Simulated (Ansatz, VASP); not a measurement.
# LiZnF3: VASP beside Ansatz, part 3 of 3

Wanted: the spread between two codes on one cell, functional and k mesh. The cell is generated by rule, not measured, and may not be a known phase. The cell is taken from a series of runs on this material, whose earlier steps may have relaxed, scaled, displaced or heated it; both programs get it as it stands.

VASP 6.6.1 and Ansatz 0.2.0.

So far: Set-up; Ansatz: zone-centre phonons, PBEsol; VASP: zone-centre phonons, PBEsol.

## 3. VASP: zone-centre phonons, PBEsol (continued)

Level of this step: PBEsol; plane waves and PAW (Li_sv, Zn, F); invented cell (VASP).

Numbers of over 12 decimals in the logs are rounded to 6 here.

Parts of OUTCAR (step 3):

```text
ion  position               nearest neighbor table
   1  0.857  0.857  0.857-   3 1.89   4 1.89   5 1.89   2 2.60
   2  0.496  0.496  0.496-   3 1.96   4 1.96   5 1.96   5 2.10   4 2.10   3 2.10   1 2.60
   3  0.543  0.010  0.543-   1 1.89   2 1.96   2 2.10
   4  0.010  0.543  0.543-   1 1.89   2 1.96   2 2.10
   5  0.543  0.543  0.010-   1 1.89   2 1.96   2 2.10

  LATTYP: Found a trigonal (rhomboedric) cell.
 ALAT       =     4.0242617490
 COS(alpha) =     0.0330288432

 Subroutine GETGRP returns: Found  6 space group operations
 (whereof  6 operations were pure point group operations)

The static configuration has the point symmetry C_3v.

 Found     32 irreducible k-points:

   k-points           NKPTS =     32   k-points in BZ     NKDIM =     32   number of bands    NBANDS=     24

   dimension x,y,z NGX =    36 NGY =   36 NGZ =   36
   dimension x,y,z NGXF=    72 NGYF=   72 NGZF=   72

   ENCUT  =  750.0 eV  55.12 Ry    7.42 a.u.   8.99  8.99  8.99*2*pi/ulx,y,z

   NELECT =      36.0000    total number of electrons

 k-points in reciprocal lattice and weights: Automatic mesh
   0.00000000  0.00000000  0.00000000       0.005
   0.16666667 -0.00000000 -0.00000000       0.028
   0.33333333  0.00000000 -0.00000000       0.028
   0.50000000 -0.00000000 -0.00000000       0.014
   0.16666667  0.16666667 -0.00000000       0.028
   0.33333333  0.16666667 -0.00000000       0.056
   0.50000000  0.16666667 -0.00000000       0.056
  -0.33333333  0.16666667  0.00000000       0.056
  -0.16666667  0.16666667  0.00000000       0.028
[...]
-0.33333333  0.50000000  0.33333333       0.028
   0.50000000  0.50000000  0.50000000       0.005

 average (electrostatic) potential at core
       1 -63.5965       2 -37.2757       3 -78.9663       4 -78.9663       5 -78.9663

  Total        0.1140879      0.1140879      0.1089844      0.0000000      0.0000000      0.0000000
  in kB        2.8092315      2.8092315      2.6835677      0.0000000      0.0000000      0.0000000
  external PRESSURE =       2.7673436 kB  Pullay stress =       0.0000000 kB

  energy-cutoff  :      750.00
  volume of cell :       65.07
      direct lattice vectors                 reciprocal lattice vectors
     2.798195043  1.615538661  2.398921000     0.178686615  0.103164765  0.138951359
[...]
2    -0.28610    -0.92917    -0.19239
    3    -0.32513    -0.18771    -1.09407
 ion    5
    1    -0.76400     0.00000     0.00000
    2     0.00000    -1.42471     0.38478
    3     0.00000     0.37543    -1.09407

 Eigenvectors and eigenvalues of the dynamical matrix
 ----------------------------------------------------

   1 f  =   14.657948 THz    92.098602 2PiTHz  488.936509 cm-1    60.620374 meV
             X         Y         Z           dx          dy          dz
      0.000000  0.000000  6.167448    -0.000000    0.000000    0.356456
      0.000000  0.000000  3.571600    -0.000000    0.000000   -0.240150
      1.491156 -0.860919  2.631483    -0.446538    0.257809    0.076772
     -1.491156 -0.860919  2.631483     0.446538    0.257809    0.076772
      0.000000  1.721838  2.631483     0.000000   -0.515618    0.076772

   2 f  =   13.259134 THz    83.309597 2PiTHz  442.277107 cm-1    54.835348 meV
             X         Y         Z           dx          dy          dz
      0.000000  0.000000  6.167448     0.000007    0.209560   -0.000000
      0.000000  0.000000  3.571600     0.000010    0.313132    0.000000
      1.491156 -0.860919  2.631483     0.347298   -0.034190   -0.187184
     -1.491156 -0.860919  2.631483    -0.347325   -0.034212   -0.187204
      0.000000  1.721838  2.631483     0.000005   -0.635762    0.374387

   3 f  =   13.259134 THz    83.309597 2PiTHz  442.277107 cm-1    54.835348 meV
             X         Y         Z           dx          dy          dz
      0.000000  0.000000  6.167448     0.209560   -0.000007    0.000000
      0.000000  0.000000  3.571600     0.313132   -0.000010   -0.000000
      1.491156 -0.860919  2.631483    -0.435253    0.347313    0.324235
     -1.491156 -0.860919  2.631483    -0.435231   -0.347311   -0.324223
      0.000000  1.721838  2.631483     0.166320    0.000020   -0.000012

   4 f  =   11.981147 THz    75.279768 2PiTHz  399.648053 cm-1    49.550021 meV
             X         Y         Z           dx          dy          dz
      0.000000  0.000000  6.167448     0.000000   -0.000000   -0.888652
      0.000000  0.000000  3.571600     0.000000    0.000000   -0.038552
      1.491156 -0.860919  2.631483    -0.145993    0.084289    0.202942
     -1.491156 -0.860919  2.631483     0.145993    0.084289    0.202942
      0.000000  1.721838  2.631483     0.000000   -0.168578    0.202942

   5 f  =   10.371604 THz    65.166707 2PiTHz  345.959457 cm-1    42.893487 meV
             X         Y         Z           dx          dy          dz
      0.000000  0.000000  6.167448    -0.000002   -0.839288    0.000000
      0.000000  0.000000  3.571600     0.000000    0.171036   -0.000000
      1.491156 -0.860919  2.631483    -0.046343    0.031983   -0.203059
     -1.491156 -0.860919  2.631483     0.046344    0.031983   -0.203061
      0.000000  1.721838  2.631483     0.000000    0.112252    0.406120

   6 f  =   10.371604 THz    65.166707 2PiTHz  345.959457 cm-1    42.893487 meV
             X         Y         Z           dx          dy          dz
      0.000000  0.000000  6.167448    -0.839288    0.000002   -0.000000
      0.000000  0.000000  3.571600     0.171036   -0.000000    0.000000
      1.491156 -0.860919  2.631483     0.085496   -0.046343    0.351711
     -1.491156 -0.860919  2.631483     0.085496    0.046343   -0.351709
      0.000000  1.721838  2.631483     0.005227   -0.000000   -0.000001

   7 f  =    6.418965 THz    40.331545 2PiTHz  214.113615 cm-1    26.546693 meV
             X         Y         Z           dx          dy          dz
      0.000000  0.000000  6.167448    -0.000000    0.000000    0.171092
      0.000000  0.000000  3.571600     0.000000   -0.000000   -0.662216
      1.491156 -0.860919  2.631483     0.171141   -0.098808    0.371950
     -1.491156 -0.860919  2.631483    -0.171141   -0.098808    0.371950
      0.000000  1.721838  2.631483    -0.000000    0.197616    0.371950

   8 f  =    5.505907 THz    34.594632 2PiTHz  183.657281 cm-1    22.770590 meV
             X         Y         Z           dx          dy          dz
      0.000000  0.000000  6.167448    -0.000001    0.217682   -0.000000
      0.000000  0.000000  3.571600     0.000004   -0.596803    0.000000
      1.491156 -0.860919  2.631483     0.100716    0.379394   -0.202598
     -1.491156 -0.860919  2.631483    -0.100719    0.379395   -0.202593
      0.000000  1.721838  2.631483    -0.000003    0.204946    0.405191

   9 f  =    5.505907 THz    34.594632 2PiTHz  183.657281 cm-1    22.770590 meV
             X         Y         Z           dx          dy          dz
      0.000000  0.000000  6.167448    -0.217682   -0.000001   -0.000000
      0.000000  0.000000  3.571600     0.596803    0.000004    0.000000
      1.491156 -0.860919  2.631483    -0.263096   -0.100720   -0.350904
     -1.491156 -0.860919  2.631483    -0.263095    0.100715    0.350907
      0.000000  1.721838  2.631483    -0.437544   -0.000001   -0.000003

  10 f  =    3.944984 THz    24.787063 2PiTHz  131.590490 cm-1    16.315134 meV
             X         Y         Z           dx          dy          dz
      0.000000  0.000000  6.167448    -0.000002    0.390837   -0.000000
      0.000000  0.000000  3.571600    -0.000000    0.120199   -0.000000
      1.491156 -0.860919  2.631483    -0.342173   -0.348545   -0.222140
     -1.491156 -0.860919  2.631483     0.342173   -0.348548   -0.222137
      0.000000  1.721838  2.631483     0.000002    0.244115    0.444277

  11 f  =    3.944984 THz    24.787063 2PiTHz  131.590490 cm-1    16.315134 meV
             X         Y         Z           dx          dy          dz
      0.000000  0.000000  6.167448     0.390837    0.000002   -0.000000
      0.000000  0.000000  3.571600     0.120199    0.000000    0.000000
      1.491156 -0.860919  2.631483     0.046560   -0.342175    0.384754
     -1.491156 -0.860919  2.631483     0.046563    0.342172   -0.384756
      0.000000  1.721838  2.631483    -0.546100    0.000001    0.000002

  12 f  =    1.893964 THz    11.900127 2PiTHz   63.175842 cm-1     7.832803 meV
             X         Y         Z           dx          dy          dz
      0.000000  0.000000  6.167448    -0.000000    0.000000    0.000000
      0.000000  0.000000  3.571600    -0.000000   -0.000000    0.000000
      1.491156 -0.860919  2.631483    -0.288675   -0.500000    0.000000
     -1.491156 -0.860919  2.631483    -0.288675    0.500000   -0.000000
      0.000000  1.721838  2.631483     0.577350   -0.000000    0.000000

  13 f/i=    0.025569 THz     0.160654 2PiTHz    0.852885 cm-1     0.105744 meV
             X         Y         Z           dx          dy          dz
      0.000000  0.000000  6.167448    -0.000000   -0.000000    0.232304
      0.000000  0.000000  3.571600    -0.000000   -0.000000    0.708740
      1.491156 -0.860919  2.631483     0.000660   -0.000381    0.384587
     -1.491156 -0.860919  2.631483    -0.000660   -0.000381    0.384587
      0.000000  1.721838  2.631483    -0.000000    0.000762    0.384587

  14 f/i=    0.072848 THz     0.457721 2PiTHz    2.429964 cm-1     0.301277 meV
             X         Y         Z           dx          dy          dz
      0.000000  0.000000  6.167448    -0.227023    0.000980   -0.000000
      0.000000  0.000000  3.571600    -0.708565    0.003060   -0.000000
      1.491156 -0.860919  2.631483    -0.385396    0.001089   -0.002112
     -1.491156 -0.860919  2.631483    -0.385401    0.002246    0.002101
      0.000000  1.721838  2.631483    -0.386400    0.001663    0.000011

  15 f/i=    0.072848 THz     0.457721 2PiTHz    2.429964 cm-1     0.301277 meV
             X         Y         Z           dx          dy          dz
      0.000000  0.000000  6.167448    -0.000980   -0.227023   -0.000000
      0.000000  0.000000  3.571600    -0.003060   -0.708565   -0.000000
      1.491156 -0.860919  2.631483    -0.002243   -0.386068    0.001207
     -1.491156 -0.860919  2.631483    -0.001086   -0.386063    0.001225
      0.000000  1.721838  2.631483    -0.001669   -0.385064   -0.002432

 MACROSCOPIC STATIC DIELECTRIC TENSOR IONIC CONTRIBUTION
 ------------------------------------------------------
           5.989673     0.000000    -0.000000
           0.000000     5.989673     0.000000
           0.000000     0.000000     3.471653
 ------------------------------------------------------

 ELASTIC MODULI CONTR FROM IONIC RELAXATION (kBar)
 Direction    XX          YY          ZZ          XY          YZ          ZX
 --------------------------------------------------------------------------------
 XX        -276.9284     57.8683    -61.9914     -0.0000    -48.0311     -0.0000
 YY          57.8683   -276.9284    -61.9914     -0.0000     48.0311     -0.0000
 ZZ         -61.9914    -61.9914   -357.8448     -0.0000     -0.0000     -0.0000
 XY           0.0000     -0.0000     -0.0000   -167.5221     -0.0000    -47.8665
 YZ         -48.0311     48.0311     -0.0000     -0.0000   -151.1060      0.0000
 ZX          -0.0000     -0.0000     -0.0000    -47.8665      0.0000   -151.5631
 --------------------------------------------------------------------------------

 PIEZOELECTRIC TENSOR IONIC CONTR  for field in x, y, z        (C/m^2)
          XX          YY          ZZ          XY          YZ          ZX
  --------------------------------------------------------------------------------
  x     0.00000    -0.00000    -0.00000    -0.34322     0.00000    -0.79406
  y    -0.34322     0.34322    -0.00000    -0.00000    -0.79022    -0.00000
  z    -0.57310    -0.57310    -0.17540    -0.00000    -0.00000    -0.00000
```

## 4. Comparison

Known differences besides the potentials themselves: fixed occupations in Ansatz, narrow Gaussian smearing in VASP; the cutoff is 420 eV in Ansatz and 750 eV in VASP; Ansatz makes its cores anew for this functional, VASP keeps those of its PBE data sets. Total energies have different zeros and are not compared.

Compared:

```tsv
quantity	Ansatz	VASP	difference
ε∞ xx	2.16	2.15	+0.72 %
ε∞ yy	2.16	2.15	+0.72 %
ε∞ zz	2.17	2.16	+0.69 %
Born charge of Li1 (mean of the diagonal) (e)	1.05	1.05	0.00
Born charge of Zn2 (mean of the diagonal) (e)	2.25	2.23	+0.02
Born charge of F3 (mean of the diagonal) (e)	-1.10	-1.09	-0.01
optical mode 1 (cm⁻¹)	72.4	63.2	+14.58 %
optical mode 2 to 3 (cm⁻¹)	135.8	131.6	+3.17 %
optical mode 4 to 5 (cm⁻¹)	185.2	183.7	+0.81 %
optical mode 6 (cm⁻¹)	212.1	214.1	-0.95 %
optical mode 7 to 8 (cm⁻¹)	330.4	346.0	-4.50 %
optical mode 9 (cm⁻¹)	392.1	399.6	-1.88 %
optical mode 10 to 11 (cm⁻¹)	429.2	442.3	-2.95 %
optical mode 12 (cm⁻¹)	477.1	488.9	-2.42 %
```

Modes are paired by rising frequency, not by their patterns, so a pair may set unlike modes beside each other; they are those without the splitting of longitudinal modes.

## 5. Results

| Property | Result |
| --- | --- |
| r.m.s. difference of the optical zone-centre modes, each program's sorted by frequency (zone-centre phonons, PBEsol) | 9.8 cm⁻¹ |
| difference in optical mode 1 (zone-centre phonons, PBEsol) | +14.6 % |

The r.m.s. difference of the optical zone-centre modes, each program's sorted by frequency is 9.8 cm⁻¹ (zone-centre phonons, PBEsol). Among the rows given in per cent, the largest difference of the zone-centre phonons, PBEsol pair is in optical mode 1, +14.6 %. What causes the difference of the zone-centre phonons, PBEsol pair stays open here. How closely two codes agree says nothing of how well the functional describes the real material.

[Lines on the potential files, build, host, timing and source positions are cut from VASP's logs without a mark.]

[Logs are printed without paths, hosts, clocks, repeated set-up lines and the standing remarks that a program may print on its own settings, such as how far it seeks lower states.]

[Hosts, paths, dates, database ids (printed as entryN), source tags and the programs' standing remarks are cut or masked in the printed files.]
